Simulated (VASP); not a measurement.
CdF: density of states with PBE

Crystal: CdF.

```
Cd F
1.0
     0.00000    2.41344    2.41344
     2.41344    0.00000    2.41344
     2.41344    2.41344    0.00000
Cd F
1 1
Direct
  0.00000 0.00000 0.00000
  0.50000 0.50000 0.50000
```

The cell was built by a generator and needn't be a form met in nature.

```json
{
 "Program": "VASP 6.6.1",
 "Task": "density of states",
 "Functional": "PBE",
 "Potentials or basis": "VASP PAW PBE potentials, release 64 (Cd, F)",
 "Cutoff": "520 eV",
 "k mesh": "9 × 9 × 9",
 "Occupations": "gaussian, width 0.0152 eV",
 "Spin": "no spin polarisation",
 "Dipole correction": "no",
 "k mesh for the DOS": "14 × 14 × 14",
 "Occupations for the DOS": "tetrahedron",
 "Further INCAR settings": "ALGO = Normal; EDIFF = 1e-07; NBANDS = 16"
}
```

```yaml
Valence_electrons_inside_the_program's_atomic_spheres: Cd 10.24; F 6.08
```

Levels at points of the mesh, in eV from the Fermi level:
```tsv
k point	band 6	band 7	band 8	band 9	band 10	band 11	band 12	band 13	band 14	band 15
(0.00, 0.00, 0.00)	-9.45	-6.88	-6.88	-6.88	-5.41	11.49	13.42	13.42	13.42	13.56
(0.50, 0.00, 0.00)	-9.25	-7.86	-5.68	-5.68	0.25	1.42	8.45	8.45	13.61	16.32
(0.50, 0.50, 0.00)	-9.12	-8.55	-7.41	-7.41	0.14	2.94	7.73	8.23	8.23	16.75
```

States per cell in windows of 0.5 eV (zero at the Fermi level; states under -8 eV left out):
| from (eV) | total | F2_p | Cd1_d | Cd1_p | Cd1_s | F2_s | F2_d |
| --- | --- | --- | --- | --- | --- | --- | --- |
| -8.0 | 1.94 | 0.83 | 0.54 | 0.03 | 0.13 | 0.01 | 0.00 |
| -7.5 | 0.99 | 0.60 | 0.13 | 0.03 | 0.01 | 0.00 | 0.00 |
| -7.0 | 1.24 | 0.79 | 0.18 | 0.02 | 0.01 | 0.00 | 0.00 |
| -6.5 | 1.21 | 0.75 | 0.25 | 0.01 | 0.01 | 0.00 | 0.00 |
| -6.0 | 0.61 | 0.39 | 0.14 | 0.00 | 0.00 | 0.00 | 0.00 |
| -5.5 | 0.00 | 0.00 | 0.00 | 0.00 | 0.00 | 0.00 | 0.00 |
| -5.0 | 0.01 | 0.00 | 0.00 | 0.00 | 0.00 | 0.00 | 0.00 |
| -4.5 | 0.03 | 0.01 | 0.00 | 0.00 | 0.01 | 0.00 | 0.00 |
| -4.0 | 0.04 | 0.01 | 0.00 | 0.00 | 0.01 | 0.00 | 0.00 |
| -3.5 | 0.06 | 0.02 | 0.00 | 0.00 | 0.01 | 0.00 | 0.00 |
| -3.0 | 0.07 | 0.02 | 0.00 | 0.00 | 0.02 | 0.00 | 0.00 |
| -2.5 | 0.10 | 0.03 | 0.00 | 0.00 | 0.02 | 0.00 | 0.00 |
| -2.0 | 0.12 | 0.03 | 0.00 | 0.01 | 0.03 | 0.00 | 0.00 |
| -1.5 | 0.16 | 0.04 | 0.00 | 0.01 | 0.04 | 0.01 | 0.00 |
| -1.0 | 0.18 | 0.04 | 0.00 | 0.01 | 0.05 | 0.01 | 0.00 |
| -0.5 | 0.25 | 0.05 | 0.00 | 0.02 | 0.07 | 0.01 | 0.00 |
| 0.0 | 0.31 | 0.05 | 0.00 | 0.02 | 0.10 | 0.01 | 0.00 |
| 0.5 | 0.37 | 0.07 | 0.00 | 0.02 | 0.14 | 0.01 | 0.00 |
| 1.0 | 0.32 | 0.07 | 0.00 | 0.01 | 0.15 | 0.00 | 0.00 |
| 1.5 | 0.11 | 0.02 | 0.00 | 0.01 | 0.03 | 0.00 | 0.00 |
| 2.0 | 0.14 | 0.02 | 0.00 | 0.02 | 0.02 | 0.00 | 0.00 |
| 2.5 | 0.22 | 0.03 | 0.01 | 0.04 | 0.03 | 0.00 | 0.00 |
| 3.0 | 0.51 | 0.09 | 0.01 | 0.11 | 0.04 | 0.00 | 0.00 |
| 3.5 | 0.32 | 0.04 | 0.01 | 0.07 | 0.04 | 0.00 | 0.00 |
| 4.0 | 0.30 | 0.04 | 0.01 | 0.07 | 0.03 | 0.00 | 0.00 |
| 4.5 | 0.33 | 0.04 | 0.02 | 0.08 | 0.02 | 0.00 | 0.00 |
| 5.0 | 0.35 | 0.04 | 0.02 | 0.08 | 0.02 | 0.00 | 0.00 |
| 5.5 | 0.31 | 0.03 | 0.02 | 0.07 | 0.02 | 0.00 | 0.00 |
| 6.0 | 0.31 | 0.02 | 0.02 | 0.08 | 0.02 | 0.00 | 0.00 |
| 6.5 | 0.30 | 0.02 | 0.02 | 0.08 | 0.01 | 0.00 | 0.00 |
| 7.0 | 0.37 | 0.02 | 0.02 | 0.11 | 0.01 | 0.00 | 0.00 |
| 7.5 | 0.41 | 0.03 | 0.02 | 0.14 | 0.01 | 0.00 | 0.00 |

Wall time 33 s on 1 thread of Intel(R) Xeon(R) Platinum 8488C (Sapphire Rapids), with other jobs on the host, peak memory 0.18 GiB.

Caveat: an odd number of electrons without spin polarisation forces a metal; a magnetic or distorted state may lie lower.
